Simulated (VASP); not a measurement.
# Zn2CdSeS2 (Imm2) in VASP: relaxation of cell and atoms with PBE

Aim: the relaxation of cell and atoms of Zn2CdSeS2 with PBE.

All numbers are computed with VASP 6.6.1; they aren't measurements. Logs are shortened: lines on timing, memory, paths and dates and some standing lists are left out, and cuts for length are marked.

### Step 1. Starting point

The structure is orthorhombic, space group Imm2 (No. 44). The conventional cell has a = 4.004 Å, b = 4.026 Å, c = 17.224 Å, α = 90.00°, β = 90.00°, γ = 90.00°. Zn (site symmetry mm2) has 2 S at 2.39 Å and 2 Se at 2.47 Å as nearest neighbours. Around Zn (site symmetry mm2) lie 4 S at 2.38 to 2.39 Å. Around Cd (site symmetry mm2) lie 2 S at 2.55 Å and 2 Se at 2.65 Å. Se (site symmetry mm2) is surrounded by 2 Zn at 2.47 Å and 2 Cd at 2.65 Å. S (site symmetry mm2) has 4 Zn at 2.39 Å as nearest neighbours. S (site symmetry mm2) has 2 Zn at 2.38 Å and 2 Cd at 2.55 Å as nearest neighbours.

The cell was built by a generator and needn't be a form met in nature.

### Step 2. Relaxation of cell and atoms, PBE

File INCAR:

```
ALGO     = Normal         # electronic algorithm
EDIFF    = 1E-6           # SCF threshold, eV
EDIFFG   = -0.01          # ionic threshold
ENCUT    = 520            # plane-wave cutoff, eV
GGA      = PE             # functional
IBRION   = 2              # ionic algorithm
ISIF     = 3              # what is computed and relaxed
ISMEAR   = 0              # smearing method
KPAR     = 4            
LASPH    = T              # aspherical terms in the spheres
LCHARG   = F              # write CHGCAR
LREAL    = F              # projectors in reciprocal space
LWAVE    = F              # write WAVECAR
NELM     = 120            # most SCF steps
NSW      = 90             # ionic steps
PREC     = Accurate       # precision mode
SIGMA    = 0.03           # smearing width, eV
```

File KPOINTS:

```
k-points
0
Gamma
  8 8 8
```

File POSCAR:

```
Zn2CdSeS2
1.0
   -2.0020000000      2.0130000000      8.6120000000
    2.0020000000     -2.0130000000      8.6120000000
    2.0020000000      2.0130000000     -8.6120000000
Zn Cd Se S
2 1 1 2
Direct
    0.3222828600      0.3222828600      0.0000000000
    0.6723177000      0.6723177000      0.0000000000
    0.0061542000      0.0061542000      0.0000000000
    0.9053065500      0.4053065500      0.5000000000
    0.2466906600      0.7466906600      0.5000000000
    0.5973060800      0.0973060800      0.5000000000
```

Potentials or basis: VASP PAW PBE potentials, release 64 (Zn, Cd, Se, S).

On the command line:

```
> cat potpaw_PBE.64/Zn/POTCAR potpaw_PBE.64/Cd/POTCAR potpaw_PBE.64/Se/POTCAR potpaw_PBE.64/S/POTCAR > POTCAR
> mpirun -np 4 vasp_std > vasp.out
```

OUTCAR:

```text
EDIFF = 1E-6
   EDIFFG = -0.01
   ENCUT = 520
   GGA = PE
   IBRION = 2
   ISIF = 3
   ISMEAR = 0
   LASPH = T
   LREAL = F
   NELM = 120
   NSW = 90
   PREC = Accurate

 ion  position               nearest neighbor table
   1  0.322  0.322  0.000-   5 2.39   5 2.39   4 2.47   4 2.47
   2  0.672  0.672  0.000-   6 2.38   6 2.38   5 2.39   5 2.39
   3  0.006  0.006  0.000-   6 2.55   6 2.55   4 2.65   4 2.65
   4  0.905  0.405  0.500-   1 2.47   1 2.47   3 2.65   3 2.65
   5  0.247  0.747  0.500-   2 2.39   2 2.39   1 2.39   1 2.39
   6  0.597  0.097  0.500-   2 2.38   2 2.38   3 2.55   3 2.55

  LATTYP: Found a body centered orthorhombic cell.
 ALAT       =     4.0040000000
 B/A-ratio  =     1.0054945055
 C/A-ratio  =     4.3016983017

  Lattice vectors:

 A1 = (  -2.0020000000,   2.0130000000,   8.6120000000)
 A2 = (   2.0020000000,  -2.0130000000,   8.6120000000)
 A3 = (   2.0020000000,   2.0130000000,  -8.6120000000)

Analysis of symmetry for initial positions (statically):
=====================================================================
 Subroutine PRICEL returns:
 Original cell was already a primitive cell.

 Routine SETGRP: Setting up the symmetry group for a
 body centered orthorhombic supercell.

 Subroutine GETGRP returns: Found  4 space group operations
 (whereof  4 operations were pure point group operations)
 out of a pool of  8 trial point group operations.

The static configuration has the point symmetry C_2v.

Analysis of symmetry for dynamics (positions and initial velocities):
=====================================================================
 Subroutine PRICEL returns:
 Original cell was already a primitive cell.

 Routine SETGRP: Setting up the symmetry group for a
 body centered orthorhombic supercell.

 Subroutine GETGRP returns: Found  4 space group operations
 (whereof  4 operations were pure point group operations)
 out of a pool of  8 trial point group operations.

The dynamic configuration has the point symmetry C_2v.

 Subroutine INISYM returns: Found  4 space group operations
 (whereof  4 operations are pure point group operations),
 and found     1 'primitive' translations

----------------------------------------------------------------------------------------

                                     Primitive cell

  volume of cell :     138.8263

  direct lattice vectors                    reciprocal lattice vectors
    -2.002000000  2.013000000  8.612000000     0.000000000  0.248385494  0.058058523
     2.002000000 -2.013000000  8.612000000     0.249750250  0.000000000  0.058058523
     2.002000000  2.013000000 -8.612000000     0.249750250  0.248385494  0.000000000

  length of vectors
     9.067894849  9.067894849  9.067894849     0.255080665  0.256409788  0.352236485

  position of ions in fractional coordinates (direct lattice)
     0.322282860  0.322282860  0.000000000
     0.672317700  0.672317700  0.000000000
     0.006154200  0.006154200  0.000000000
     0.905306550  0.405306550  0.500000000
     0.246690660  0.746690660  0.500000000
     0.597306080  0.097306080  0.500000000

  ion indices of the primitive-cell ions
   primitive index   ion index
                 1           1
                 2           2
                 3           3
                 4           4
                 5           5
                 6           6

----------------------------------------------------------------------------------------

 KPOINTS: k-points

Automatic generation of k-mesh.
 Grid dimensions read from file:
 generate k-points for:    8    8    8

 Generating k-lattice:

  Cartesian coordinates                     Fractional coordinates (reciprocal lattice)
     0.000000000  0.031048187  0.007257315     0.125000000  0.000000000  0.000000000
     0.031218781  0.000000000  0.007257315     0.000000000  0.125000000 -0.000000000
     0.031218781  0.031048187  0.000000000     0.000000000 -0.000000000  0.125000000

  Length of vectors
     0.031885083  0.032051223  0.044029561

  Shift w.r.t. Gamma in fractional coordinates (k-lattice)
     0.000000000  0.000000000  0.000000000

 Subroutine IBZKPT returns following result:
 ===========================================

 Found     95 irreducible k-points:

 Following reciprocal coordinates:
            Coordinates               Weight
  0.000000  0.000000  0.000000      1.000000
  0.125000  0.000000  0.000000      4.000000
  0.250000  0.000000  0.000000      4.000000
  0.375000  0.000000  0.000000      4.000000
  0.500000  0.000000  0.000000      2.000000
  0.000000  0.125000 -0.000000      4.000000
[... 16 lines left out ...]
  0.125000  0.375000  0.000000      8.000000
  0.250000  0.375000 -0.000000      8.000000
 [... further k-points ...]
   k-points           NKPTS =     95   k-points in BZ     NKDIM =     95   number of bands    NBANDS=     32
   number of dos      NEDOS =    301   number of ions     NIONS =      6
   total plane-waves  NPLWV = 343000
   dimension x,y,z NGX =    70 NGY =   70 NGZ =   70
   dimension x,y,z NGXF=   140 NGYF=  140 NGZF=  140
   ions per type =               2   1   1   2
   NGX,Y,Z   is equivalent  to a cutoff of  12.83, 12.83, 12.83 a.u.
   NGXF,Y,Z  is equivalent  to a cutoff of  25.67, 25.67, 25.67 a.u.
 SYSTEM =  unknown system
   PREC   = accura    normal or accurate (medium, high low for compatibility)
   ISTART =      0    job   : 0-new  1-cont  2-samecut
   ICHARG =      2    charge: 1-file 2-atom 10-const
   ISPIN  =      1    spin polarized calculation?
   LNONCOLLINEAR =      F non collinear calculations
   LSORBIT =      F    spin-orbit coupling
   LASPH  =      T    aspherical Exc in radial PAW
   ENCUT  =  520.0 eV  38.22 Ry    6.18 a.u.  16.86 16.86 16.86*2*pi/ulx,y,z
   NELM   =    120;   NELMIN=  2; NELMDL= -5     # of ELM steps
   EDIFF  = 0.1E-05   stopping-criterion for ELM
   LREAL  =      F    real-space projection
   EDIFFG = -.1E-01   stopping-criterion for IOM
   NSW    =     90    number of steps for IOM
   IBRION =      2    ionic relax: 0-MD 1-quasi-New 2-CG
   NFREE  =      1    steps in history (QN), initial steepest desc. (CG)
   ISIF   =      3    stress and relaxation
   ISYM   =      2    0-nonsym 1-usesym 2-fastsym
   POTIM  = 0.5000    time-step for ionic-motion
   TEBEG  =    0.0;   TEEND  =   0.0 temperature during run
   PSTRESS=    0.0 pullay stress
   NELECT =      54.0000    total number of electrons
   NUPDOWN=      -1.0000    fix difference up-down
   EMIN   =  10.00;   EMAX   =-10.00  energy-range for DOS
   EFERMI =   0.00;   METHOD = LEGACY
   ISMEAR =     0;   SIGMA  =   0.03  broadening in eV -4-tet -1-fermi 0-gaus
   EFERMI_NEDOS =   21; number of points for ismear=-14 and -15
   IALGO  =     38    algorithm
   IMIX   =      4    mixing-type and parameters
     AMIX     =   0.40;   BMIX     =  1.00
     AMIX_MAG =   1.60;   BMIX_MAG =  1.00
  volume/ion in A,a.u.               =      23.14       156.14
  Fermi-wavevector in a.u.,A,eV,Ry     =   1.195039  2.258297 19.430733  1.428119
  Thomas-Fermi vector in A             =   2.331014
   LORBIT       =      0    0 simple, 1 ext, 2 COOP (PROOUT), +10 PAW based schemes
   GGA     = PE    functional components
   LHFCALC =     F    Hartree Fock is set to
   AEXX    =    0.0000 exact exchange contribution
   IVDW    =     0    specifies the selected vdW correction
   LEPSILON=     F    determine dielectric tensor
   LRPA    =     F    only Hartree local field effects (RPA)
 conjugate gradient relaxation of ions
 non-spin polarized calculation
 Gauss-broadening in eV      SIGMA  =   0.03
  energy-cutoff  :      520.00
  volume of cell :      138.83
 maximum number of plane-waves:      3780
 NGX is ok and might be reduce to    70
   NGX = 33   NGY = 33   NGZ = 33

--------------------------------------- Ionic step        1  -------------------------------------------

 number of electron      54.0000002 magnetization

 Free energy of the ion-electron system (eV)
  ---------------------------------------------------
  ext. energy  EPLUGINS =         0.00000000
  ---------------------------------------------------
  free energy    TOTEN  =       -18.96910874 eV

  energy without entropy =      -18.96910874  energy(sigma->0) =      -18.96910874

------------------------ aborting loop because EDIFF is reached ----------------------------------------

  FORCE on cell =-STRESS in cart. coord.  units (eV):
  Direction    XX          YY          ZZ          XY          YZ          ZX
  --------------------------------------------------------------------------------------
  -------------------------------------------------------------------------------------
  Total       -0.0882068      0.1745300      0.1123080      0.0000000      0.0000000      0.0000000
  in kB       -1.0179839      2.0142290      1.2961329      0.0000000      0.0000000      0.0000000
  external PRESSURE =       0.7641260 kB  Pullay stress =       0.0000000 kB
[... 185 lines left out ...]
  energy  without entropy=      -18.9695890111  energy(sigma->0) =      -18.96958901

--------------------------------------- Ionic step        6  -------------------------------------------

 number of electron      54.0000001 magnetization

 Free energy of the ion-electron system (eV)
  ---------------------------------------------------
  ext. energy  EPLUGINS =         0.00000000
  ---------------------------------------------------
  free energy    TOTEN  =       -18.96962517 eV

  energy without entropy =      -18.96962517  energy(sigma->0) =      -18.96962517

 E-fermi :   1.6721     XC(G=0):  -9.2131

 val. band max:        1.5453267013   @ k =   0.0000   0.0000   0.0000
 cond. band min:       2.6703223589   @ k =   0.0000   0.0000   0.0000
 fundamental gap:      1.1249956576
 Fermi energy:         1.6720939669

 k-point     1 :       0.0000    0.0000    0.0000
  band No.  band energies     occupation
      1     -11.3567      2.00000
      2     -10.7552      2.00000
      3     -10.5605      2.00000
      4      -6.2561      2.00000
      5      -6.2307      2.00000
      6      -6.2140      2.00000
[... 829 lines left out ...]
     31       6.4395      0.00000
     32       6.9800      0.00000

 [... further k-points ...]

------------------------ aborting loop because EDIFF is reached ----------------------------------------

  FORCE on cell =-STRESS in cart. coord.  units (eV):
  Direction    XX          YY          ZZ          XY          YZ          ZX
  --------------------------------------------------------------------------------------
  -------------------------------------------------------------------------------------
  Total        0.0155498     -0.0040418      0.0204519      0.0000000      0.0000000      0.0000000
  in kB        0.1792579     -0.0465934      0.2357694      0.0000000      0.0000000      0.0000000
  external PRESSURE =       0.1228113 kB  Pullay stress =       0.0000000 kB
[... 21 lines left out ...]
  FREE ENERGIE OF THE ION-ELECTRON SYSTEM (eV)
  ---------------------------------------------------
  free  energy   TOTEN  =       -18.9696251683 eV

  energy  without entropy=      -18.9696251683  energy(sigma->0) =      -18.96962517

 reached required accuracy - stopping structural energy minimisation
```

It took 15 min on 4 MPI ranks of Intel Xeon 6975P-C (Granite Rapids), shared host; peak memory 1.1 GiB.

What came out:

```yaml
Free_energy: -18.9696 eV
Relaxed_volume: 23.16 Å³/atom
Relaxed_cell: a = 9.085 Å, b = 9.085 Å, c = 9.085 Å, α = 154.58°, β = 154.38°, γ = 36.40°
Space_group_after_relaxing_to_0.05_Å: Imm2 (No. 44)
Energy_gained_by_relaxing: 0.1 meV/atom
Ionic_steps: 6
Pressure_after_relaxing: 0.0 GPa
Largest_force_after_relaxing: 0.005 eV/Å
Band_gap_on_the_k_mesh: 1.13 eV, direct
```

Forces in eV/Å, atoms in the order of the input:
```
Zn   0.000  0.000  0.000
Zn   0.000  0.000  0.003
Cd   0.000  0.000  0.001
Se   0.000  0.000  0.002
S    0.000  0.000 -0.001
S    0.000  0.000 -0.005
```

Step by step:
| step | energy change (eV) | largest force (eV/Å) | pressure (GPa) | volume (Å³) |
| --- | --- | --- | --- | --- |
| 1 | 0.0000 | 0.0426 | 0.08 | 138.83 |
| 2 | -0.0004 | 0.0196 | -0.02 | 139.05 |
| 3 | -0.0004 | 0.0204 | -0.03 | 139.07 |
| 4 | -0.0004 | 0.0150 | 0.00 | 139.01 |
| 5 | -0.0005 | 0.0114 | 0.05 | 138.91 |
| 6 | -0.0005 | 0.0054 | 0.01 | 138.98 |

Final structure:
```
CELL_PARAMETERS angstrom
-1.99884 2.01422 8.63001
1.99884 -2.01422 8.63001
1.99884 2.01422 -8.63001
ATOMIC_POSITIONS crystal
Zn 0.32253 0.32253 0.00000
Zn 0.67204 0.67204 0.00000
Cd 0.00595 0.00595 0.00000
Se 0.90552 0.40552 0.50000
S 0.24685 0.74685 0.50000
S 0.59719 0.09719 0.50000
```
